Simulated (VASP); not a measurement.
Crystal: TiSnS4.

```
Ti Sn S
1.0
    -3.20756    3.20756    2.75283
     3.20756   -3.20756    2.75283
     3.20756    3.20756   -2.75283
Ti Sn S
1 1 4
Direct
  0.50000 0.50000 0.00000
  0.00000 0.00000 0.00000
  0.91578 0.41578 0.83156
  0.58422 0.08422 0.16844
  0.08422 0.91578 0.50000
  0.41578 0.58422 0.50000
```

The cell was built by a generator and needn't be a form met in nature.

```yaml
Program: VASP 6.6.1
Task: relaxation of cell and atoms
Functional: PBE
Potentials_or_basis: VASP PAW PBE potentials, release 64 (Ti_sv, Sn_d, S)
Cutoff: 520 eV
k_mesh: 4 × 4 × 4
Occupations: gaussian, width 0.15 eV
Spin: no spin polarisation
```

At the start: pressure -2.5 GPa; volume 18.88 Å³/atom.

Task: Where does the relaxation end?

Result: Over 16 steps the energy falls by 157.1 meV/atom and the volume is 18.16 Å³/atom (-3.8 %); space group I422 (No. 97, to 0.05 Å).

The path:
| step | energy change (eV) | largest force (eV/Å) | pressure (GPa) | volume (Å³) |
| --- | --- | --- | --- | --- |
| 1 | 0.0000 | 0.2004 | -2.49 | 113.29 |
| 2 | -0.6427 | 0.2661 | 0.35 | 108.25 |
| 3 | -0.7843 | 0.2333 | 5.87 | 102.79 |
| 4 | -0.8169 | 0.2367 | 4.52 | 104.22 |
| 5 | -0.9057 | 0.0894 | -0.72 | 111.15 |
| 6 | -0.9118 | 0.1109 | -0.04 | 109.63 |
| 7 | -0.9120 | 0.1070 | 0.04 | 109.52 |
| 8 | -0.9146 | 0.1055 | -0.07 | 109.54 |
| 9 | -0.9211 | 0.0918 | -0.30 | 109.58 |
| 10 | -0.9266 | 0.0709 | -0.53 | 109.66 |
| 11 | -0.9284 | 0.0523 | -0.58 | 109.51 |
| 12 | -0.9319 | 0.0511 | -0.07 | 109.05 |
| 13 | -0.9342 | 0.0201 | 0.66 | 108.15 |
| 14 | -0.9344 | 0.0387 | 0.36 | 108.41 |
| 15 | -0.9370 | 0.0241 | 0.29 | 108.55 |
| 16 | -0.9425 | 0.0187 | 0.16 | 108.96 |

Final structure:
```cif
data_structure
_symmetry_space_group_name_H-M 'P 1'
_symmetry_Int_Tables_number 1
_cell_length_a 5.2127
_cell_length_b 5.2127
_cell_length_c 5.2127
_cell_angle_alpha 110.320
_cell_angle_beta 110.320
_cell_angle_gamma 107.786
_cell_volume 108.96
loop_
_atom_site_label
_atom_site_type_symbol
_atom_site_fract_x
_atom_site_fract_y
_atom_site_fract_z
_atom_site_occupancy
Ti1 Ti 0.50000 0.50000 0.00000 1
Sn1 Sn 0.00000 0.00000 0.00000 1
S1 S 0.90022 0.40022 0.80043 1
S2 S 0.59978 0.09978 0.19957 1
S3 S 0.09978 0.90022 0.50000 1
S4 S 0.40022 0.59978 0.50000 1
```

Caveat: the k mesh is coarse (spacing up to 0.38 Å⁻¹), so the values aren't converged.
